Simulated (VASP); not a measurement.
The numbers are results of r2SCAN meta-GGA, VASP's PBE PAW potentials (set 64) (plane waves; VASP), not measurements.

The input files of a VASP run:

### KPOINTS
```
Automatic mesh
0
Gamma
7 7 1
0 0 0
```

### INCAR
```
LREAL=.FALSE.   ! projection in real space or not
SYSTEM=WS2
LCHARG=.FALSE.
ISMEAR=0   ! Gaussian
LWAVE=.FALSE.
NSW=60   ! most ionic steps
METAGGA=R2SCAN
EDIFFG=-0.02
LASPH=.TRUE.
LMIXTAU=.TRUE.
PREC=Accurate
NELM=100   ! most electronic steps
SIGMA=0.05   ! width (eV)
ALGO=Normal   ! blocked Davidson
ENCUT=400   ! plane-wave cut-off (eV)
ISIF=4   ! ions and shape, fixed volume
IBRION=2   ! conjugate gradients
EDIFF=1E-6
LMAXMIX=6
```

POSCAR:
```
WS2
1
    3.1471367148     0.0000000000     0.0000000000
   -1.5735683574     2.7255004703     0.0000000000
    0.0000000000     0.0000000000    19.5409508471
W S
1 2
Direct
  0.6666670000   0.3333330000   0.5000000000
  0.3333330000   0.6666670000   0.4198067958
  0.3333330000   0.6666670000   0.5801932042
```

POTCAR, in this order: W_sv S (PBE.64 set). Program: vasp_std.

The cell holds a wide vacuum, so values per volume refer to the whole cell.

What does the run give for the energy per atom (σ→0)?

energy per atom (σ→0): -23.347 eV/atom

OSZICAR:
```
...
DAV:   8    -0.700417424316E+02   -0.33503E-04   -0.24793E-05   272   0.541E-02    0.200E-03
DAV:   9    -0.700417831938E+02   -0.40762E-04   -0.21560E-05   272   0.396E-02    0.181E-03
DAV:  10    -0.700417943504E+02   -0.11157E-04   -0.53075E-06   264   0.211E-02    0.166E-03
DAV:  11    -0.700417839936E+02    0.10357E-04   -0.92927E-06   272   0.289E-02    0.724E-04
DAV:  12    -0.700417967181E+02   -0.12725E-04   -0.21554E-06   206   0.155E-02    0.483E-04
DAV:  13    -0.700417991420E+02   -0.24239E-05   -0.17320E-06   224   0.123E-02    0.277E-04
DAV:  14    -0.700417998347E+02   -0.69269E-06   -0.89563E-07   205   0.959E-03
   5 F= -.70041800E+02 E0= -.70041800E+02  d E =-.531223E-02
```

The cell is a sheet with vacuum, built from a generated structure.
